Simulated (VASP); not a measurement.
Input:

```
CELL_PARAMETERS angstrom
     10.93707     0.00000     0.00000
      0.00000    10.93707     0.00000
      0.00000     0.00000    10.93707
ATOMIC_POSITIONS crystal
  Si 0.50000 0.00000 0.00000
  Si 0.62500 0.12500 0.12500
  Si 0.75000 0.25000 0.00000
  Si 0.87500 0.37500 0.12500
  Si 0.75000 0.00000 0.25000
  Si 0.87500 0.12500 0.37500
  Si 0.00000 0.00000 0.00000
  Si 0.12500 0.12500 0.12500
  Si 0.25000 0.25000 0.00000
  Si 0.37500 0.37500 0.12500
  Si 0.50000 0.50000 0.00000
  Si 0.62500 0.62500 0.12500
  Si 0.75000 0.75000 0.00000
  Si 0.87500 0.87500 0.12500
  Si 0.25000 0.00000 0.25000
  Si 0.37500 0.12500 0.37500
  Si 0.50000 0.25000 0.25000
  Si 0.62543 0.37930 0.37866
  Si 0.75000 0.50000 0.25000
  Si 0.87500 0.62500 0.37500
  Si 0.50000 0.00000 0.50000
  Si 0.62500 0.12500 0.62500
  Si 0.75000 0.25000 0.50000
  Si 0.87500 0.37500 0.62500
  Si 0.75000 0.00000 0.75000
  Si 0.87500 0.12500 0.87500
  Si 0.00000 0.50000 0.00000
  Si 0.12500 0.62500 0.12500
  Si 0.25000 0.75000 0.00000
  Si 0.37500 0.87500 0.12500
  Si 0.00000 0.25000 0.25000
  Si 0.12500 0.37500 0.37500
  Si 0.25000 0.50000 0.25000
  Si 0.37597 0.62676 0.37537
  Si 0.50000 0.75000 0.25000
  Si 0.62500 0.87500 0.37500
  Si 0.00000 0.00000 0.50000
  Si 0.12500 0.12500 0.62500
  Si 0.25000 0.25000 0.50000
  Si 0.37612 0.37931 0.62652
  Si 0.62281 0.62123 0.62660
  Si 0.75000 0.75000 0.50000
  Si 0.87500 0.87500 0.62500
  Si 0.25000 0.00000 0.75000
  Si 0.37500 0.12500 0.87500
  Si 0.50000 0.25000 0.75000
  Si 0.62500 0.37500 0.87500
  Si 0.75000 0.50000 0.75000
  Si 0.87500 0.62500 0.87500
  Si 0.00000 0.75000 0.25000
  Si 0.12500 0.87500 0.37500
  Si 0.00000 0.50000 0.50000
  Si 0.12500 0.62500 0.62500
  Si 0.25000 0.75000 0.50000
  Si 0.37500 0.87500 0.62500
  Si 0.00000 0.25000 0.75000
  Si 0.12500 0.37500 0.87500
  Si 0.25000 0.50000 0.75000
  Si 0.37500 0.62500 0.87500
  Si 0.50000 0.75000 0.75000
  Si 0.62500 0.87500 0.87500
  Si 0.00000 0.75000 0.75000
  Si 0.12500 0.87500 0.87500
  Cu 0.49951 0.49746 0.50355
```
Cell charge -2.

The numbers are results of PBE GGA, VASP's PBE PAW potentials (set 64) (plane waves; VASP), not measurements. Run with PREC = Normal, LREAL = Auto, ISYM = 0, NELECT = 265.0, EDIFF = 1E-5, 400 eV cut-off, 1×1×1 Γ-centred mesh, Gaussian smearing of 0.050 eV, potentials Si Cu. Starting moments (MAGMOM): 64*0.0156. The cell's moment is fixed (NUPDOWN = 1).

The cell is charged, with a uniform compensating background. The supercell is sampled at Γ alone, which is coarse: total energies, pressure and levels can be off, energies of defects by several tenths of an eV.

Question: The ions are relaxed. Give the cell that the relaxation ends in.

Answer: 
```
CELL_PARAMETERS angstrom
     10.93707     0.00000     0.00000
      0.00000    10.93707     0.00000
      0.00000     0.00000    10.93707
ATOMIC_POSITIONS crystal
  Si 0.49948 0.99978 0.00069
  Si 0.62409 0.12477 0.12683
  Si 0.74967 0.24888 0.00038
  Si 0.87609 0.37399 0.12434
  Si 0.74806 0.99891 0.25226
  Si 0.87370 0.12468 0.37603
  Si 0.99967 0.99982 0.00048
  Si 0.12593 0.12410 0.12576
  Si 0.25030 0.24868 0.99945
  Si 0.37417 0.37494 0.12525
  Si 0.49976 0.49995 0.00001
  Si 0.62562 0.62493 0.12486
  Si 0.74973 0.75115 0.99934
  Si 0.87374 0.87568 0.12615
  Si 0.25178 0.00174 0.25236
  Si 0.37677 0.12941 0.37660
  Si 0.50360 0.25528 0.25202
  Si 0.62430 0.38685 0.37601
  Si 0.75228 0.49812 0.24789
  Si 0.87524 0.62495 0.37465
  Si 0.49991 0.00010 0.50030
  Si 0.62368 0.12939 0.62338
  Si 0.74823 0.25512 0.49633
  Si 0.87483 0.37508 0.62577
  Si 0.74779 0.00180 0.74831
  Si 0.87438 0.12409 0.87428
  Si 0.99941 0.49967 0.00067
  Si 0.12336 0.62567 0.12338
  Si 0.25028 0.75112 0.00026
  Si 0.37538 0.87529 0.12734
  Si 0.00021 0.24910 0.25058
  Si 0.12574 0.37547 0.37464
  Si 0.24780 0.50253 0.24741
  Si 0.37614 0.61387 0.37524
  Si 0.49703 0.74545 0.25180
  Si 0.62367 0.87119 0.37661
  Si 0.99939 0.99961 0.50072
  Si 0.12662 0.12434 0.62418
  Si 0.25178 0.25444 0.50366
  Si 0.37457 0.38544 0.62541
  Si 0.62442 0.61350 0.62436
  Si 0.74804 0.74505 0.50325
  Si 0.87257 0.87496 0.62461
  Si 0.25204 0.99865 0.74822
  Si 0.37625 0.12456 0.87337
  Si 0.49678 0.25480 0.74830
  Si 0.62577 0.37543 0.87485
  Si 0.75267 0.50263 0.75243
  Si 0.87695 0.62588 0.87639
  Si 0.00061 0.75133 0.25048
  Si 0.12662 0.87570 0.37637
  Si 0.00027 0.49999 0.50038
  Si 0.12567 0.62514 0.62546
  Si 0.25228 0.74526 0.49628
  Si 0.37626 0.87097 0.62371
  Si 0.00056 0.24899 0.74988
  Si 0.12337 0.37458 0.87688
  Si 0.24729 0.49790 0.75300
  Si 0.37467 0.62512 0.87464
  Si 0.50379 0.74540 0.74786
  Si 0.62392 0.87577 0.87350
  Si 0.00015 0.75135 0.74960
  Si 0.12578 0.87627 0.87436
  Cu 0.49891 0.49943 0.50092
```
Cell charge -2. The cell ends with 1.00 μB, on the first 30 sites 0.01 0.01 0.00 0.00 0.00 0.01 0.00 0.00 0.00 0.00 0.00 0.00 0.00 0.00 0.00 0.00 0.01 0.03 0.00 0.00 0.00 0.00 0.01 0.00 0.00 0.00 0.00 0.00 0.00 0.01 μB.

Question: How much energy does the relaxation gain?

Answer: The energy (σ→0) changes by -3.2 meV/atom, in 18 ionic steps.

The cell is a supercell with a defect, built from Si (diamond): Cu_Si, charge -2.
